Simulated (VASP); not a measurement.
## ZrSi2: accuracy against cost in the SCF threshold and smearing

How sensitive are energy, pressure and forces of ZrSi2 to the SCF threshold and smearing? The series runs use LDA. The SCF threshold tried: EDIFF = 0.01; EDIFF = 0.001; EDIFF = 1E-04; EDIFF = 1E-05; EDIFF = 1E-06; EDIFF = 1E-08. The smearing tried: ISMEAR = -1, SIGMA = 0.01; ISMEAR = -1, SIGMA = 0.05; ISMEAR = -1, SIGMA = 0.1; ISMEAR = -1, SIGMA = 0.2; ISMEAR = -1, SIGMA = 0.5; ISMEAR = 2, SIGMA = 0.01; ISMEAR = 2, SIGMA = 0.05; ISMEAR = 2, SIGMA = 0.1; ISMEAR = 2, SIGMA = 0.2; ISMEAR = 2, SIGMA = 0.5; ISMEAR = -5. The start is a cell from a database of measured crystal structures.

Method: LDA; plane waves and PAW (Zr_sv, Si), in VASP 6.6.1.

Most raw output is cut from this account.

The database entry behind the starting cell differs from later determinations by our own check (a about 0.3 % long), so it need not match the best structure at ambient conditions.

## (1) The structure

Symmetry: Cmcm, No. 63, orthorhombic system. The conventional cell has a = 3.706 Å, b = 14.735 Å, c = 3.672 Å, α = 90.00°, β = 90.00°, γ = 90.00°. Zr has 10 Si at 2.72 to 2.97 Å nearest. Si has 2 Si at 2.40 Å and 6 Zr at 2.72 to 2.97 Å nearest. Si has 4 Si at 2.61 Å and 4 Zr at 2.81 to 2.83 Å nearest. Farther neighbours are not listed.

## (2) SCF threshold: EDIFF = 0.01

EDIFF stops the electronic loop; forces need it tighter than energies do. LDA, the lowest rung, knows the local density alone.

INCAR reads:

```
SYSTEM = ZrSi2
PREC = Accurate
ENCUT = 400
EDIFF = 0.01
NELM = 100
ISMEAR = -1
SIGMA = 0.05
LREAL = .FALSE.
ALGO = Normal
GGA = CA
NBANDS = 26
LASPH = .TRUE.
LORBIT = 11
LWAVE = .FALSE.
LCHARG = .FALSE.
KPAR = 4
ISIF = 2
```

POSCAR reads:

```
ZrSi2
1.0
    0.0000000000      0.0000000000     -3.6720000000
   -3.7060000000      0.0000000000      0.0000000000
   -1.8530000000      7.3675000000      0.0000000000
Zr Si
2 4
Direct
    0.7500000000      0.8946000000      0.2108000000
    0.2500000000      0.1054000000      0.7892000000
    0.7500000000      0.5522000000      0.8956000000
    0.2500000000      0.4478000000      0.1044000000
    0.7500000000      0.2496000000      0.5008000000
    0.2500000000      0.7504000000      0.4992000000
```

KPOINTS reads:

```
Automatic mesh
0
Gamma
7 7 7
0 0 0
```

Potentials, in the order of the species: Zr_sv and Si (PBE family, release 64).

Started as:

```bash
> mpirun -np 4 vasp_std
```

Elapsed: 13 s, on 4 MPI ranks of AMD EPYC 7R43, shared host; peak memory 0.72 GiB.

The PAW data sets were made with PBE, though LDA sets exist; this is a small mismatch.

This step gave:

* electronic steps: 9
* electrons: 40
* bands: 26
* irreducible k points: 64
* symmetry operations: 8
* free energy (TOTEN): -46.84 eV
* energy at zero smearing: -46.84 eV
* Fermi energy: 9.788 eV
* pressure: -4.571 GPa
* metallic: yes

The series starts at -7.8061 eV an atom and -4.57 GPa, after 9 cycles in 13 s.

## (3) SCF threshold: EDIFF = 0.001

INCAR, as its differences from that of step 2:

```diff
@@ -3,3 +3,3 @@
 ENCUT = 400
-EDIFF = 0.01
+EDIFF = 0.001
 NELM = 100
```

POSCAR is that of step 2.

KPOINTS is that of step 2.

Started as:

```bash
> mpirun -np 4 vasp_std
```

Elapsed: 14 s, on 4 MPI ranks; peak memory 0.74 GiB.

Against the run before the energy moves by -0.02 meV an atom and the pressure by -0.04 GPa, after 9 cycles in 14 s.

## (4) SCF threshold: EDIFF = 1E-04

INCAR, as its differences from that of step 3:

```diff
@@ -3,3 +3,3 @@
 ENCUT = 400
-EDIFF = 0.001
+EDIFF = 1E-04
 NELM = 100
```

POSCAR is that of step 3.

KPOINTS is that of step 3.

Started as:

```bash
> mpirun -np 4 vasp_std
```

Wall time 15 s (4 MPI ranks); peak memory 0.71 GiB.

Against the run before the energy moves by +0.01 meV an atom and the pressure by +0.07 GPa, after 10 cycles in 15 s.

## (5) SCF threshold: EDIFF = 1E-05

INCAR, as its differences from that of step 4:

```diff
@@ -3,3 +3,3 @@
 ENCUT = 400
-EDIFF = 1E-04
+EDIFF = 1E-05
 NELM = 100
```

POSCAR is that of step 4.

KPOINTS is that of step 4.

Started as:

```bash
> mpirun -np 4 vasp_std
```

It took 17 s on 4 MPI ranks; peak memory 0.73 GiB; 64 s of CPU time.

Against the run before the energy stays within 0.01 meV an atom; the pressure moves by -0.03 GPa, after 12 cycles in 17 s.

## (6) SCF threshold: EDIFF = 1E-06

INCAR, as its differences from that of step 5:

```diff
@@ -3,3 +3,3 @@
 ENCUT = 400
-EDIFF = 1E-05
+EDIFF = 1E-06
 NELM = 100
```

POSCAR is that of step 5.

KPOINTS is that of step 5.

Started as:

```bash
> mpirun -np 4 vasp_std
```

Elapsed: 18 s, on 4 MPI ranks; peak memory 0.74 GiB; 67 s of CPU time.

Against the run before the energy stays within 0.01 meV an atom and the pressure within 0.01 GPa, after 12 cycles in 18 s.

## (7) SCF threshold: EDIFF = 1E-08

INCAR, as its differences from that of step 6:

```diff
@@ -3,3 +3,3 @@
 ENCUT = 400
-EDIFF = 1E-06
+EDIFF = 1E-08
 NELM = 100
```

POSCAR is that of step 6.

KPOINTS is that of step 6.

Started as:

```bash
> mpirun -np 4 vasp_std
```

Run time: 21 s. Hardware: 4 MPI ranks; peak memory 0.71 GiB; 78 s of CPU time.

Against the run before the energy stays within 0.01 meV an atom; the pressure moves by +0.01 GPa, after 15 cycles in 21 s.

## (8) The SCF threshold series as a table

This step: convergence of LDA results with the threshold; plane waves and PAW (VASP 6.6.1).

Derived from the runs above.

Differences are taken from the run with EDIFF = 1E-08. Results of the series, by row:

| setting | status | energy less the reference (meV/atom) | pressure (GPa) | largest force difference (meV/Å) | SCF cycles | wall time (s) |
| --- | --- | --- | --- | --- | --- | --- |
| EDIFF = 0.01 | converged | 0.009418 | -4.571 | 30.25 | 9 | 12.8 |
| EDIFF = 0.001 | converged | -0.01108 | -4.609 | 6.537 | 9 | 14 |
| EDIFF = 1E-04 | converged | 3.38e-4 | -4.539 | 10.7 | 10 | 15.2 |
| EDIFF = 1E-05 | converged | -7.67e-5 | -4.572 | 0.331 | 12 | 17.4 |
| EDIFF = 1E-06 | converged | -9.50e-5 | -4.577 | 0.389 | 12 | 18.2 |
| EDIFF = 1E-08 | converged | 0 | -4.565 | 0 | 15 | 21 |

## (9) Smearing: ISMEAR = -1, SIGMA = 0.01

This step: LDA; plane waves and PAW (Zr_sv, Si) (VASP 6.6.1).

Smearing steadies the sum over the Fermi surface at the price of an entropy term.

INCAR, as its differences from that of step 7:

```diff
@@ -3,6 +3,6 @@
 ENCUT = 400
-EDIFF = 1E-08
+EDIFF = 1E-06
 NELM = 100
 ISMEAR = -1
-SIGMA = 0.05
+SIGMA = 0.01
 LREAL = .FALSE.
```

POSCAR is that of step 7.

KPOINTS is that of step 7.

Started as:

```bash
> mpirun -np 4 vasp_std
```

Elapsed: 17 s, on 4 MPI ranks; peak memory 0.73 GiB; 65 s of CPU time.

This step gave:

- electronic steps: 12
- Fermi energy: 9.768 eV
- pressure: -4.579 GPa

The series starts at -7.8062 eV an atom and -4.58 GPa, after 12 cycles in 17 s. The entropy term T·S comes to 0.05 meV an atom in size.

## (10) Smearing: ISMEAR = -1, SIGMA = 0.05

INCAR, as its differences from that of step 9:

```diff
@@ -6,3 +6,3 @@
 ISMEAR = -1
-SIGMA = 0.01
+SIGMA = 0.05
 LREAL = .FALSE.
```

POSCAR is that of step 9.

KPOINTS is that of step 9.

Started as:

```bash
> mpirun -np 4 vasp_std
```

The job ended after 18 s (4 MPI ranks; peak memory 0.75 GiB).

Against the run before the energy at zero width moves by +0.09 meV an atom while the pressure stays within 0.01 GPa, after 12 cycles in 18 s. The entropy term T·S comes to 1.50 meV an atom in size.

## (11) Smearing: ISMEAR = -1, SIGMA = 0.1

INCAR, as its differences from that of step 10:

```diff
@@ -6,3 +6,3 @@
 ISMEAR = -1
-SIGMA = 0.05
+SIGMA = 0.1
 LREAL = .FALSE.
```

POSCAR is that of step 10.

KPOINTS is that of step 10.

Started as:

```bash
> mpirun -np 4 vasp_std
```

Run time: 18 s. Hardware: 4 MPI ranks; peak memory 0.74 GiB.

Against the run before the energy at zero width moves by +0.48 meV an atom and the pressure by +0.02 GPa, after 12 cycles in 18 s. The entropy term T·S comes to 7.81 meV an atom in size.

## (12) Smearing: ISMEAR = -1, SIGMA = 0.2

INCAR, as its differences from that of step 11:

```diff
@@ -6,3 +6,3 @@
 ISMEAR = -1
-SIGMA = 0.1
+SIGMA = 0.2
 LREAL = .FALSE.
```

POSCAR is that of step 11.

KPOINTS is that of step 11.

Started as:

```bash
> mpirun -np 4 vasp_std
```

Elapsed: 19 s, on 4 MPI ranks; peak memory 0.74 GiB; 72 s of CPU time.

Against the run before the energy at zero width moves by +1.34 meV an atom and the pressure by +0.18 GPa, after 13 cycles in 19 s. The entropy term T·S comes to 36.37 meV an atom in size.

## (13) Smearing: ISMEAR = -1, SIGMA = 0.5

INCAR, as its differences from that of step 12:

```diff
@@ -6,3 +6,3 @@
 ISMEAR = -1
-SIGMA = 0.2
+SIGMA = 0.5
 LREAL = .FALSE.
```

POSCAR is that of step 12.

KPOINTS is that of step 12.

Started as:

```bash
> mpirun -np 4 vasp_std
```

Elapsed: 27 s, on 4 MPI ranks; peak memory 0.76 GiB; 100 s of CPU time.

Against the run before the energy at zero width moves by +22.59 meV an atom and the pressure by +1.60 GPa, after 21 cycles in 27 s. The entropy term T·S comes to 311.89 meV an atom in size.

## (14) Smearing: ISMEAR = 2, SIGMA = 0.01

INCAR, as its differences from that of step 13:

```diff
@@ -5,4 +5,4 @@
 NELM = 100
-ISMEAR = -1
-SIGMA = 0.5
+ISMEAR = 2
+SIGMA = 0.01
 LREAL = .FALSE.
```

POSCAR is that of step 13.

KPOINTS is that of step 13.

Started as:

```bash
> mpirun -np 4 vasp_std
```

It took 20 s on 4 MPI ranks; peak memory 0.74 GiB; 74 s of CPU time.

Against the first of the series the energy at zero width moves by +0.01 meV an atom and the pressure by -0.01 GPa, after 13 cycles in 20 s. The entropy term T·S comes to 0.00 meV an atom in size.

## (15) Smearing: ISMEAR = 2, SIGMA = 0.05

INCAR, as its differences from that of step 14:

```diff
@@ -6,3 +6,3 @@
 ISMEAR = 2
-SIGMA = 0.01
+SIGMA = 0.05
 LREAL = .FALSE.
```

POSCAR is that of step 14.

KPOINTS is that of step 14.

Started as:

```bash
> mpirun -np 4 vasp_std
```

It took 19 s on 4 MPI ranks; peak memory 0.74 GiB; 69 s of CPU time.

Against the run before the energy at zero width moves by -0.01 meV an atom and the pressure by +0.01 GPa, after 12 cycles in 19 s. The entropy term T·S comes to 0.01 meV an atom in size.

## (16) Smearing: ISMEAR = 2, SIGMA = 0.1

INCAR, as its differences from that of step 15:

```diff
@@ -6,3 +6,3 @@
 ISMEAR = 2
-SIGMA = 0.05
+SIGMA = 0.1
 LREAL = .FALSE.
```

POSCAR is that of step 15.

KPOINTS is that of step 15.

Started as:

```bash
> mpirun -np 4 vasp_std
```

Elapsed: 19 s, on 4 MPI ranks; peak memory 0.73 GiB.

Against the run before the energy at zero width moves by +0.01 meV an atom and the pressure by -0.01 GPa, after 12 cycles in 19 s. The entropy term T·S comes to 0.08 meV an atom in size.

## (17) Smearing: ISMEAR = 2, SIGMA = 0.2

INCAR, as its differences from that of step 16:

```diff
@@ -6,3 +6,3 @@
 ISMEAR = 2
-SIGMA = 0.1
+SIGMA = 0.2
 LREAL = .FALSE.
```

POSCAR is that of step 16.

KPOINTS is that of step 16.

Started as:

```bash
> mpirun -np 4 vasp_std
```

Elapsed: 19 s, on 4 MPI ranks; peak memory 0.71 GiB; 69 s of CPU time.

Against the run before the energy at zero width moves by +0.01 meV an atom while the pressure stays within 0.01 GPa, after 12 cycles in 19 s. The entropy term T·S comes to 0.45 meV an atom in size.

## (18) Smearing: ISMEAR = 2, SIGMA = 0.5

INCAR, as its differences from that of step 17:

```diff
@@ -6,3 +6,3 @@
 ISMEAR = 2
-SIGMA = 0.2
+SIGMA = 0.5
 LREAL = .FALSE.
```

POSCAR is that of step 17.

KPOINTS is that of step 17.

Started as:

```bash
> mpirun -np 4 vasp_std
```

Run time: 20 s. Hardware: 4 MPI ranks; peak memory 0.73 GiB.

Against the run before the energy at zero width moves by +0.78 meV an atom and the pressure by -0.04 GPa, after 13 cycles in 20 s. The entropy term T·S comes to 1.97 meV an atom in size.

## (19) Smearing: ISMEAR = -5

INCAR, as its differences from that of step 18:

```diff
@@ -5,4 +5,4 @@
 NELM = 100
-ISMEAR = 2
-SIGMA = 0.5
+ISMEAR = -5
+SIGMA = 0.05
 LREAL = .FALSE.
```

POSCAR is that of step 18.

KPOINTS is that of step 18.

Started as:

```bash
> mpirun -np 4 vasp_std
```

It took 20 s on 4 MPI ranks; peak memory 0.75 GiB; 75 s of CPU time.

With tetrahedra the forces and stress of a metal are not exact derivatives of the energy.

Against the first of the series the energy at zero width moves by +0.62 meV an atom and the pressure by +0.06 GPa, after 14 cycles in 20 s.

## (20) The smearing series as a table

This step: convergence of LDA results with the smearing; plane waves and PAW (VASP 6.6.1).

No new run; the numbers come from the runs before.

One cell and one 7×7×7 mesh. Free energy against width, by row:

| Fermi-Dirac width σ (eV) | free energy less that at the narrowest width (meV/atom) |
| --- | --- |
| 0.01 | 0 |
| 0.05 | -0.64 |
| 0.1 | -3.31 |
| 0.2 | -16.25 |
| 0.5 | -131.4 |

Differences are taken from the run with ISMEAR = -1, SIGMA = 0.01. Results of the series, by row:

| setting | status | energy less the reference (meV/atom) | pressure (GPa) | largest force difference (meV/Å) | SCF cycles | wall time (s) |
| --- | --- | --- | --- | --- | --- | --- |
| ISMEAR = -1, SIGMA = 0.01 | converged | 0 | -4.579 | 0 | 12 | 17.4 |
| ISMEAR = -1, SIGMA = 0.05 | converged | 0.09174 | -4.577 | 9.34 | 12 | 18 |
| ISMEAR = -1, SIGMA = 0.1 | converged | 0.5759 | -4.553 | 27.22 | 12 | 18 |
| ISMEAR = -1, SIGMA = 0.2 | converged | 1.913 | -4.374 | 50.26 | 13 | 19.4 |
| ISMEAR = -1, SIGMA = 0.5 | converged | 24.5 | -2.769 | 72.08 | 21 | 27 |
| ISMEAR = 2, SIGMA = 0.01 | converged | 0.006648 | -4.588 | 6.051 | 13 | 20 |
| ISMEAR = 2, SIGMA = 0.05 | converged | -0.003008 | -4.578 | 1.722 | 12 | 18.6 |
| ISMEAR = 2, SIGMA = 0.1 | converged | 0.00348 | -4.586 | 10.35 | 12 | 18.8 |
| ISMEAR = 2, SIGMA = 0.2 | converged | 0.01227 | -4.582 | 8.92 | 12 | 18.8 |
| ISMEAR = 2, SIGMA = 0.5 | converged | 0.7955 | -4.618 | 29.68 | 13 | 19.6 |
| ISMEAR = -5 | converged | 0.6198 | -4.52 | 89.84 | 14 | 19.8 |

## (21) Summary of results

```
SCF threshold from which the energy stays within 10 meV/atom of the reference : EDIFF = 0.01
SCF threshold from which the energy stays within 1 meV/atom of the reference  : EDIFF = 0.01
SCF threshold from which the pressure stays within 0.2 GPa of the reference   : EDIFF = 0.01
spread of the pressure over the SCF threshold                                 : 0.0698 GPa
spread of the energy over the SCF threshold                                   : 0.0205 meV/atom
spread of the pressure over the smearing                                      : 1.85 GPa
spread of the energy over the smearing                                        : 24.5 meV/atom
```

In words: From EDIFF = 0.01 on, the energy stays within 1 meV an atom of the reference, at 61 % of its time. The pressure holds within 0.2 GPa from EDIFF = 0.01 on. The loosest stop saves 6 of 15 cycles and costs +0.0 meV an atom, -0.01 GPa, 30.2 meV/Å in forces. The usual rule keeps the entropy term T·S under 1 meV an atom, which holds up to a width of 0.01 eV for Fermi-Dirac and 0.2 eV for second-order Methfessel-Paxton. That rule is made for Methfessel-Paxton; with the other schemes the zero-width estimate is the energy to use. Farthest in energy from the narrowest smearing lies ISMEAR = -1, SIGMA = 0.5 (+24.5 meV an atom, +1.81 GPa, 72.1 meV/Å in forces). On a fixed mesh a narrow width is not the exact answer for a metal: it samples the Fermi surface more noisily.

[Lines on the potential files, build, host, timing and source positions are cut from VASP's logs without a mark.]

[Logs are printed without paths, hosts, clocks, repeated set-up lines and the standing remarks that a program may print on its own settings, such as how far it seeks lower states.]

[Hosts, paths, dates, database ids (printed as entryN), source tags and the programs' standing remarks are cut or masked in the printed files.]

[A measured line is paired with the nearest computed mode of its activity, which favours agreement.]
